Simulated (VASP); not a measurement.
# BeSb (P-6m2) in VASP: settings compared

Aim: see how the results for BeSb move with the level of theory and the settings. Levels: HSE(alpha, omega). Tasks: single point.

Program: VASP 6.6.1. These are calculated values, not measurements. Logs are shortened: lines on timing, memory, paths and dates and some standing lists are left out, and cuts for length are marked.

### Step 1. The structure

The structure is hexagonal, space group P-6m2 (No. 187). Conventional cell: a = 3.879 Å, b = 3.879 Å, c = 3.038 Å, α = 90.00°, β = 90.00°, γ = 120.00°. Be (site symmetry -6m2) is surrounded by 6 Sb at 2.71 Å and 2 Be at 3.04 Å. Around Sb (site symmetry -6m2) lie 6 Be at 2.71 Å and 2 Sb at 3.04 Å.

The cell was built by a generator and needn't be a form met in nature.

### Step 2. Single point, HSE(alpha, omega)

POSCAR

```
BeSb
1.0
    3.8791000000      0.0000000000      0.0000000000
   -1.9395500000      3.3594000000      0.0000000000
    0.0000000000      0.0000000000      3.0375500000
Be Sb
1 1
Direct
    0.0000000000      0.0000000000      0.0000000000
    0.3333300000      0.6666700000      0.5000000000
```

INCAR.step1

```
SYSTEM = BeSb
PREC = Accurate ; ENCUT = 520
EDIFF = 1E-5 ; ISMEAR = -1
SIGMA = 0.05 ; LREAL = .FALSE.
LASPH = .TRUE. ; NELM = 100
ALGO = Normal ; ISIF = 2
LWAVE = .TRUE. ; LCHARG = .FALSE.
NBANDS = 10 ; GGA = PE
```

INCAR.step2

```
SYSTEM = BeSb
PREC = Accurate ; ENCUT = 520
EDIFF = 1E-6 ; ISMEAR = -1
SIGMA = 0.05 ; LREAL = .FALSE.
LASPH = .TRUE. ; NELM = 100
ALGO = Normal ; ISIF = 2
LWAVE = .FALSE. ; LCHARG = .FALSE.
GGA = PE ; LHFCALC = .TRUE.
HFSCREEN = 0.2 ; AEXX = 0.05
PRECFOCK = Fast ; NBANDS = 10
ISTART = 1
```

KPOINTS

```
regular mesh
0
G
  4 4 5
  0 0 0
```

Potentials or basis: VASP PAW PBE potentials, release 64 (Be, Sb).

On the command line:

```console
cat potpaw_PBE.64/Be/POTCAR potpaw_PBE.64/Sb/POTCAR > POTCAR
cp INCAR.step1 INCAR
mpirun -np 1 vasp_std > vasp.out
cp INCAR.step2 INCAR
mpirun -np 1 vasp_std > vasp.out
```

OUTCAR:

```text
SYSTEM = BeSb
   PREC = Accurate
   ENCUT = 520
   EDIFF = 1E-6
   ISMEAR = -1
   LREAL = .FALSE.
   LASPH = .TRUE.
   NELM = 100
   ISIF = 2
   GGA = PE
   LHFCALC = .TRUE.
   HFSCREEN = 0.2
   AEXX = 0.05
   PRECFOCK = Fast
   ISTART = 1

 ion  position               nearest neighbor table
   1  0.000  0.000  0.000-   2 2.71   2 2.71   2 2.71   2 2.71   2 2.71   2 2.71
   2  0.333  0.667  0.500-   1 2.71   1 2.71   1 2.71   1 2.71   1 2.71   1 2.71

  LATTYP: Found a hexagonal cell.
 ALAT       =     3.8791000000
 C/A-ratio  =     0.7830553479

  Lattice vectors:

 A1 = (   3.8791000000,   0.0000000000,   0.0000000000)
 A2 = (  -1.9395500000,   3.3594000000,   0.0000000000)
 A3 = (   0.0000000000,   0.0000000000,   3.0375500000)

Analysis of symmetry for initial positions (statically):
=====================================================================
 Subroutine PRICEL returns:
 Original cell was already a primitive cell.

 Routine SETGRP: Setting up the symmetry group for a
 hexagonal supercell.

 Subroutine GETGRP returns: Found  4 space group operations
 (whereof  4 operations were pure point group operations)
 out of a pool of 24 trial point group operations.

The static configuration has the point symmetry C_2v.

Analysis of symmetry for dynamics (positions and initial velocities):
=====================================================================
 Subroutine PRICEL returns:
 Original cell was already a primitive cell.

 Routine SETGRP: Setting up the symmetry group for a
 hexagonal supercell.

 Subroutine GETGRP returns: Found  4 space group operations
 (whereof  4 operations were pure point group operations)
 out of a pool of 24 trial point group operations.

The dynamic configuration has the point symmetry C_2v.

 Subroutine INISYM returns: Found  4 space group operations
 (whereof  4 operations are pure point group operations),
 and found     1 'primitive' translations

----------------------------------------------------------------------------------------

                                     Primitive cell

  volume of cell :      39.5837

  direct lattice vectors                    reciprocal lattice vectors
     3.879100000  0.000000000  0.000000000     0.257791756  0.148836102  0.000000000
    -1.939550000  3.359400000  0.000000000     0.000000000  0.297672203  0.000000000
     0.000000000  0.000000000  3.037550000     0.000000000  0.000000000  0.329212688

  length of vectors
     3.879100000  3.879100741  3.037550000     0.297672260  0.297672203  0.329212688

  position of ions in fractional coordinates (direct lattice)
     0.000000000  0.000000000  0.000000000
     0.333330000  0.666670000  0.500000000

  ion indices of the primitive-cell ions
   primitive index   ion index
                 1           1
                 2           2

----------------------------------------------------------------------------------------

 KPOINTS: regular mesh

Automatic generation of k-mesh.
 Grid dimensions read from file:
 generate k-points for:    4    4    5

 Generating k-lattice:

  Cartesian coordinates                     Fractional coordinates (reciprocal lattice)
     0.064447939  0.037209025  0.000000000     0.250000000  0.000000000  0.000000000
     0.000000000  0.074418051  0.000000000     0.000000000  0.250000000  0.000000000
     0.000000000  0.000000000  0.065842538     0.000000000  0.000000000  0.200000000

  Length of vectors
     0.074418065  0.074418051  0.065842538

  Shift w.r.t. Gamma in fractional coordinates (k-lattice)
     0.000000000  0.000000000  0.000000000

 Subroutine IBZKPT returns following result:
 ===========================================

 Found     21 irreducible k-points:

 Following reciprocal coordinates:
            Coordinates               Weight
  0.000000  0.000000  0.000000      1.000000
  0.250000  0.000000  0.000000      4.000000
 -0.250000  0.250000  0.000000      2.000000
  0.500000  0.000000  0.000000      2.000000
  0.500000  0.500000  0.000000      1.000000
  0.250000  0.250000  0.000000      2.000000
[... 13 lines left out ...]
  0.250000  0.250000  0.400000      4.000000
 -0.250000  0.500000  0.400000      8.000000
   k-points           NKPTS =     21   k-points in BZ     NKDIM =     80   number of bands    NBANDS=     10
   number of dos      NEDOS =    301   number of ions     NIONS =      2
   total plane-waves  NPLWV =  21600
   dimension x,y,z NGX =    30 NGY =   30 NGZ =   24
   dimension x,y,z NGXF=    60 NGYF=   60 NGZF=   48
   ions per type =               1   1
   NGX,Y,Z   is equivalent  to a cutoff of  12.86, 12.86, 13.14 a.u.
   NGXF,Y,Z  is equivalent  to a cutoff of  25.71, 25.71, 26.27 a.u.
 SYSTEM =  BeSb
   PREC   = accura    normal or accurate (medium, high low for compatibility)
   ISTART =      1    job   : 0-new  1-cont  2-samecut
   ICHARG =      0    charge: 1-file 2-atom 10-const
   ISPIN  =      1    spin polarized calculation?
   LNONCOLLINEAR =      F non collinear calculations
   LSORBIT =      F    spin-orbit coupling
   LASPH  =      T    aspherical Exc in radial PAW
   ENCUT  =  520.0 eV  38.22 Ry    6.18 a.u.   7.21  7.21  5.65*2*pi/ulx,y,z
   NELM   =    100;   NELMIN=  2; NELMDL=  0     # of ELM steps
   EDIFF  = 0.1E-05   stopping-criterion for ELM
   LREAL  =      F    real-space projection
   EDIFFG = 0.1E-04   stopping-criterion for IOM
   NSW    =      0    number of steps for IOM
   IBRION =     -1    ionic relax: 0-MD 1-quasi-New 2-CG
   NFREE  =      0    steps in history (QN), initial steepest desc. (CG)
   ISIF   =      2    stress and relaxation
   ISYM   =      3    0-nonsym 1-usesym 2-fastsym
   POTIM  = 0.5000    time-step for ionic-motion
   TEBEG  =    0.0;   TEEND  =   0.0 temperature during run
   PSTRESS=    0.0 pullay stress
   NELECT =       7.0000    total number of electrons
   NUPDOWN=      -1.0000    fix difference up-down
   EMIN   =  10.00;   EMAX   =-10.00  energy-range for DOS
   EFERMI =   0.00;   METHOD = LEGACY
   ISMEAR =    -1;   SIGMA  =   0.05  broadening in eV -4-tet -1-fermi 0-gaus
   EFERMI_NEDOS =   21; number of points for ismear=-14 and -15
   IALGO  =     38    algorithm
   IMIX   =      1    mixing-type and parameters
     AMIX     =   0.40;   BMIX     =  1.00
     AMIX_MAG =   1.60;   BMIX_MAG =  1.00
  volume/ion in A,a.u.               =      19.79       133.56
  Fermi-wavevector in a.u.,A,eV,Ry     =   0.918901  1.736471 11.488478  0.844379
  Thomas-Fermi vector in A             =   2.044035
   LORBIT       =      0    0 simple, 1 ext, 2 COOP (PROOUT), +10 PAW based schemes
   GGA     = PE    functional components
   LHFCALC =     T    Hartree Fock is set to
   PRECFOCK=fast      Normal, Fast or Accurate (Low or Medium for compatibility)
   ENCUT4O =  -1.0   cutoff for four orbital integrals eV
   NKREDX  =     1    reduce k-point grid by
   NKREDY  =     1    reduce k-point grid by
   NKREDZ  =     1    reduce k-point grid by
   AEXX    =    0.0500 exact exchange contribution
   HFSCREEN=    0.2000 screening length (either q_TF or 0.3 A-1)
   HFSCREENC=   0.2000 screening length for correlation (either q_TF or 0.3 A-1)
   ENCUTFOCK=  -1.0 apply spherical cutoff to Coloumb kernel
   IVDW    =     0    specifies the selected vdW correction
   LEPSILON=     F    determine dielectric tensor
   LRPA    =     F    only Hartree local field effects (RPA)
 non-spin polarized calculation
  energy-cutoff  :      520.00
  volume of cell :       39.58
 maximum number of plane-waves:      1097
 NGX is ok and might be reduce to    30
  NGX = 18; NGY = 18; NGZ = 14

 number of electron       7.0000000 magnetization

 Free energy of the ion-electron system (eV)
  ---------------------------------------------------
  ext. energy  EPLUGINS =         0.00000000
  ---------------------------------------------------
  free energy    TOTEN  =        -6.84372530 eV

  energy without entropy =       -6.83031243  energy(sigma->0) =       -6.83701886

 E-fermi :   7.1666     XC(G=0):  -9.4052

 val. band max:        6.9859775565   @ k =   0.5000   0.5000   0.4000
 cond. band min:       7.2109991186   @ k =  -0.2500   0.5000   0.4000
 fundamental gap:      0.2250215621
 Fermi energy:         7.1666496861

 k-point     1 :       0.0000    0.0000    0.0000
  band No.  band energies     occupation
      1      -5.7320      2.00000
      2       6.0663      2.00000
      3       6.0664      2.00000
      4       9.1338      0.00000
      5       9.4195      0.00000
      6      10.3865      0.00000
      7      10.3866      0.00000
      8      14.0268      0.00000
      9      14.1496      0.00000
     10      18.3633      0.00000

 k-point     2 :       0.2500    0.0000    0.0000
  band No.  band energies     occupation
      1      -5.1051      2.00000
      2       2.5859      2.00000
      3       4.9251      2.00000
      4       8.8693      0.00000
      5      10.1770      0.00000
      6      12.9020      0.00000
      7      13.0179      0.00000
      8      14.7668      0.00000
      9      16.1837      0.00000
     10      17.1813      0.00000

 k-point     3 :      -0.2500    0.2500    0.0000
  band No.  band energies     occupation
      1      -5.1051      2.00000
      2       2.5859      2.00000
      3       4.9251      2.00000
      4       8.8693      0.00000
      5      10.1770      0.00000
      6      12.9020      0.00000
      7      13.0179      0.00000
      8      14.7668      0.00000
      9      16.1837      0.00000
     10      17.1813      0.00000

 k-point     4 :       0.5000    0.0000    0.0000
  band No.  band energies     occupation
      1      -4.1235      2.00000
      2       0.1608      2.00000
      3       4.2014      2.00000
      4       8.2100      0.00000
      5      11.5846      0.00000
      6      13.8589      0.00000
      7      15.1402      0.00000
      8      16.1861      0.00000
      9      16.6657      0.00000
     10      18.5237      0.00000

 k-point     5 :       0.5000    0.5000    0.0000
  band No.  band energies     occupation
      1      -4.1235      2.00000
      2       0.1608      2.00000
      3       4.2014      2.00000
      4       8.2100      0.00000
      5      11.5847      0.00000
      6      13.8588      0.00000
      7      15.1402      0.00000
      8      16.1860      0.00000
      9      16.6658      0.00000
     10      18.5236      0.00000

 k-point     6 :       0.2500    0.2500    0.0000
  band No.  band energies     occupation
      1      -4.1731      2.00000
      2       0.9024      2.00000
      3       2.5825      2.00000
      4      11.5122      0.00000
      5      11.6873      0.00000
      6      12.2366      0.00000
      7      14.0805      0.00000
      8      15.3451      0.00000
      9      16.9606      0.00000
     10      17.3391      0.00000
[... 144 lines left out ...]
 k-point    18 :       0.5000    0.0000    0.4000
  band No.  band energies     occupation
      1      -1.5218      2.00000
      2       2.3157      2.00000
      3       2.7709      2.00000
      4       6.5525      1.99999
      5       6.9860      1.94752
      6      10.2948      0.00000
      7      10.5461      0.00000
      8      12.9345      0.00000
      9      19.1563      0.00000
     10      20.4774      0.00000

 k-point    19 :       0.5000    0.5000    0.4000
  band No.  band energies     occupation
      1      -1.5218      2.00000
      2       2.3157      2.00000
      3       2.7709      2.00000
      4       6.5525      1.99999
      5       6.9860      1.94750
      6      10.2948      0.00000
      7      10.5461      0.00000
      8      12.9345      0.00000
      9      19.1562      0.00000
     10      20.4774      0.00000

 k-point    20 :       0.2500    0.2500    0.4000
  band No.  band energies     occupation
      1      -1.5852      2.00000
      2       2.5866      2.00000
      3       3.1469      2.00000
      4       5.2613      2.00000
      5       7.2110      0.58313
      6       8.9228      0.00000
      7      13.6025      0.00000
      8      13.9151      0.00000
      9      17.2021      0.00000
     10      18.1525      0.00000

 k-point    21 :      -0.2500    0.5000    0.4000
  band No.  band energies     occupation
      1      -1.5852      2.00000
      2       2.5866      2.00000
      3       3.1469      2.00000
      4       5.2613      2.00000
      5       7.2110      0.58346
      6       8.9228      0.00000
      7      13.6025      0.00000
      8      13.9152      0.00000
      9      17.2021      0.00000
     10      18.1526      0.00000

------------------------ aborting loop because EDIFF is reached ----------------------------------------

  FORCE on cell =-STRESS in cart. coord.  units (eV):
  Direction    XX          YY          ZZ          XY          YZ          ZX
  --------------------------------------------------------------------------------------
  -------------------------------------------------------------------------------------
  Total       -0.3764356     -0.3764682      0.2240624     -0.0000281      0.0000000      0.0000000
  in kB      -15.2364983    -15.2378178      9.0690851     -0.0011360      0.0000000      0.0000000
  external PRESSURE =      -7.1350770 kB  Pullay stress =       0.0000000 kB

 VOLUME and BASIS-vectors are now :
 -----------------------------------------------------------------------------
  energy-cutoff  :      520.00
  volume of cell :       39.58
      direct lattice vectors                 reciprocal lattice vectors
     3.879100000  0.000000000  0.000000000     0.257791756  0.148836102  0.000000000
    -1.939550000  3.359400000  0.000000000     0.000000000  0.297672203  0.000000000
     0.000000000  0.000000000  3.037550000     0.000000000  0.000000000  0.329212688

 POSITION                                       TOTAL-FORCE (eV/Angst)
 -----------------------------------------------------------------------------------
      0.00000      0.00000      0.00000        -0.000065      0.000037      0.000000
     -0.00002      2.23961      1.51877         0.000065     -0.000037      0.000000
 -----------------------------------------------------------------------------------
    total drift:                               -0.000000     -0.000001      0.000000

  FREE ENERGIE OF THE ION-ELECTRON SYSTEM (eV)
  ---------------------------------------------------
  free  energy   TOTEN  =        -6.8437252965 eV

  energy  without entropy=       -6.8303124260  energy(sigma->0) =       -6.83701886
```

Wall time 82 s (1 thread of Intel Xeon Platinum 8375C at 2.90GHz (Ice Lake), shared host); peak memory 0.26 GiB.

Results:

| Item | Value |
| --- | --- |
| Free energy | -6.8437 eV |
| Pressure | -0.7 GPa |
| Band gap on the k mesh | none (metal or under the smearing width) |

Caveat: the k mesh is coarse (spacing up to 0.47 Å⁻¹), so the values aren't converged, least of all with exact exchange; the PAW data sets were made with another functional, which shifts forces and pressure a little. The run has no spin-orbit coupling, so splittings on Sb are missing.

### Step 3. Single point, HSE(alpha, omega)

POSCAR is that of step 2.

INCAR.step1 is that of step 2.

INCAR.step2: that of step 2 with these lines changed.

```diff
@@ -8,3 +8,3 @@
 GGA = PE ; LHFCALC = .TRUE.
-HFSCREEN = 0.2 ; AEXX = 0.05
+HFSCREEN = 0.2 ; AEXX = 0.1
 PRECFOCK = Fast ; NBANDS = 10
```

KPOINTS is that of step 2.

Potentials or basis: VASP PAW PBE potentials, release 64 (Be, Sb).

On the command line:

```console
cat potpaw_PBE.64/Be/POTCAR potpaw_PBE.64/Sb/POTCAR > POTCAR
cp INCAR.step1 INCAR
mpirun -np 1 vasp_std > vasp.out
cp INCAR.step2 INCAR
mpirun -np 1 vasp_std > vasp.out
```

Run time: 93 s. Hardware: 1 thread of Intel Xeon Platinum 8375C at 2.90GHz (Ice Lake), shared host; peak memory 0.26 GiB.

The run converged. Its results:

- Free energy: -7.0267 eV
- Pressure: -1.1 GPa
- Band gap on the k mesh: none (metal or under the smearing width)

Stress tensor (GPa, compression positive):
```
-1.83  0.00  0.00
 0.00 -1.83  0.00
 0.00  0.00  0.25
```

Levels at points of the mesh, in eV from the Fermi level:
| k point | band 1 | band 2 | band 3 | band 4 | band 5 | band 6 | band 7 | band 8 |
| --- | --- | --- | --- | --- | --- | --- | --- | --- |
| (0.00, 0.00, 0.00) | -13.22 | -1.19 | -1.19 | 2.04 | 2.31 | 3.29 | 3.29 | 6.95 |
| (0.50, 0.00, 0.00) | -11.57 | -7.23 | -3.09 | 1.08 | 4.53 | 6.84 | 8.12 | 9.20 |
| (0.50, 0.50, 0.00) | -11.57 | -7.23 | -3.09 | 1.08 | 4.53 | 6.84 | 8.12 | 9.20 |

Caveat: the k mesh is coarse (spacing up to 0.47 Å⁻¹), so the values aren't converged, least of all with exact exchange; the PAW data sets were made with another functional, which shifts forces and pressure a little. Spin-orbit coupling is left out, which matters for the levels of Sb.

### Step 4. Single point, HSE(alpha, omega)

POSCAR is that of step 3.

INCAR.step1 is that of step 3.

INCAR.step2: that of step 3 with these lines changed.

```diff
@@ -8,3 +8,3 @@
 GGA = PE ; LHFCALC = .TRUE.
-HFSCREEN = 0.2 ; AEXX = 0.1
+HFSCREEN = 0.2 ; AEXX = 0.15
 PRECFOCK = Fast ; NBANDS = 10
```

KPOINTS is that of step 3.

On the command line:

```console
cat potpaw_PBE.64/Be/POTCAR potpaw_PBE.64/Sb/POTCAR > POTCAR
cp INCAR.step1 INCAR
mpirun -np 1 vasp_std > vasp.out
cp INCAR.step2 INCAR
mpirun -np 1 vasp_std > vasp.out
```

It took 2.5 min on 1 thread of Intel Xeon Platinum 8375C at 2.90GHz (Ice Lake), shared host; peak memory 0.26 GiB.

Results (log left out):

```
Free energy            : -7.2246 eV
Pressure               : -1.5 GPa
Band gap on the k mesh : none (metal or under the smearing width)
```

Stress tensor (GPa, compression positive):
```
-2.13  0.00  0.00
 0.00 -2.13  0.00
 0.00  0.00 -0.36
```

Levels at points of the mesh, in eV from the Fermi level:
| k point | band 1 | band 2 | band 3 | band 4 | band 5 | band 6 | band 7 |
| --- | --- | --- | --- | --- | --- | --- | --- |
| (0.00, 0.00, 0.00) | -13.55 | -1.28 | -1.28 | 2.11 | 2.36 | 3.36 | 3.36 |
| (0.50, 0.00, 0.00) | -11.85 | -7.45 | -3.22 | 1.12 | 4.64 | 6.98 | 8.27 |
| (0.50, 0.50, 0.00) | -11.85 | -7.45 | -3.22 | 1.12 | 4.64 | 6.98 | 8.27 |

Caveat: the k mesh is coarse (spacing up to 0.47 Å⁻¹), so the values aren't converged, least of all with exact exchange; the PAW data sets were made with another functional, which shifts forces and pressure a little. The run has no spin-orbit coupling, so splittings on Sb are missing.

(Continued in part 2 of 2.)
